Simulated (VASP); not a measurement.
OSZICAR of a VASP run on PtAl2 (fluorite):

### OSZICAR
```
       N       E                     dE             d eps       ncg     rms          rms(c)
DAV:   1    -0.119594868956E+02   -0.11959E+02   -0.59506E+03  1168   0.938E+02
DAV:   2    -0.701695658263E+02   -0.58210E+02   -0.51988E+02  1328   0.172E+02
DAV:   3    -0.718525516392E+02   -0.16830E+01   -0.16582E+01  1432   0.291E+01
DAV:   4    -0.718669905514E+02   -0.14439E-01   -0.14451E-01  1348   0.319E+00
DAV:   5    -0.718672298017E+02   -0.23925E-03   -0.23952E-03  1436   0.435E-01    0.965E+00
DAV:   6    -0.679106762756E+02    0.39566E+01   -0.34277E+00  1312   0.198E+01    0.362E+00
DAV:   7    -0.678442529232E+02    0.66423E-01   -0.42249E-01  1280   0.654E+00    0.214E+00
DAV:   8    -0.679033520026E+02   -0.59099E-01   -0.91313E-02  1168   0.243E+00    0.517E-01
DAV:   9    -0.678967250473E+02    0.66270E-02   -0.28152E-02  1164   0.149E+00    0.181E-01
DAV:  10    -0.679088418934E+02   -0.12117E-01   -0.11074E-02  1172   0.875E-01    0.114E-01
DAV:  11    -0.679098085409E+02   -0.96665E-03   -0.99207E-04  1312   0.290E-01    0.354E-02
DAV:  12    -0.679098516724E+02   -0.43131E-04   -0.37217E-04  1224   0.210E-01    0.169E-02
DAV:  13    -0.679100492982E+02   -0.19763E-03   -0.96073E-05  1252   0.114E-01    0.599E-03
DAV:  14    -0.679100517882E+02   -0.24900E-05   -0.35287E-06  1396   0.185E-02    0.253E-03
DAV:  15    -0.679100513626E+02    0.42560E-06   -0.41727E-07  1316   0.672E-03    0.595E-04
DAV:  16    -0.679100516123E+02   -0.24970E-06   -0.36902E-08   748   0.214E-03    0.329E-04
DAV:  17    -0.679100515918E+02    0.20486E-07   -0.12552E-08   704   0.126E-03
   1 F= -.67910052E+02 E0= -.67910052E+02  d E =0.000000E+00
       N       E                     dE             ncg
       N       E                     dE             ncg
```

### Question
Which electronic solver shows in the log?

### Answer
It is blocked Davidson (ALGO = Normal, or the opening steps of other solvers). The INCAR had ALGO = Normal.

### Question
Can the final energy be trusted as converged?

### Answer
The run converged. It stopped with EDIFF = 1E-7, NELM = 100 (r2SCAN meta-GGA, plane waves, VASP's PBE PAW potentials (set 64)).

The compound is PtAl2 in the fluorite structure. It was relaxed first.
